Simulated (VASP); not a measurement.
Molecule: SiGeH6, in a box.

```
CELL_PARAMETERS angstrom
13.00000 0.00000 0.00000
0.00000 13.00000 0.00000
0.00000 0.00000 14.00000
ATOMIC_POSITIONS crystal
Si 0.45897 0.53295 0.43005
Ge 0.53946 0.47293 0.57203
H 0.35295 0.56916 0.45143
H 0.45327 0.44873 0.35840
H 0.51878 0.61972 0.38882
H 0.54634 0.55965 0.64645
H 0.64905 0.43472 0.55072
H 0.47800 0.38351 0.61579
```

Base run:

- Program: VASP 6.6.1
- Functional: PBE
- Potentials or basis: VASP PAW PBE potentials, release 64 (Si, Ge_d, H)
- Cutoff: 520 eV
- k mesh: 1 × 1 × 1
- Occupations: gaussian, width 0.01 eV
- Spin: no spin polarisation

Its results: gap between the frontier levels 6.22 eV; largest force 0.122 eV/Å.

Q: After a change of settings the same cell gave: gap between the frontier levels 7.24 eV; largest force 0.185 eV/Å. Which change was it?
A. functional from PBE to HSE06; further incar settings from ALGO = Normal; EDIFF = 1e-07; NBANDS = 22 to ALGO = Normal; EDIFF = 1e-07
B. further incar settings from ALGO = Normal; EDIFF = 1e-07; NBANDS = 22 to ALGO = Normal; EDIFF = 1e-06; dispersion from none to TS
C. further incar settings from ALGO = Normal; EDIFF = 1e-07; NBANDS = 22 to ALGO = Fast; EDIFF = 1e-06

A: A.

Caveats: the PAW data sets were made with another functional, which shifts forces and pressure a little (some runs).
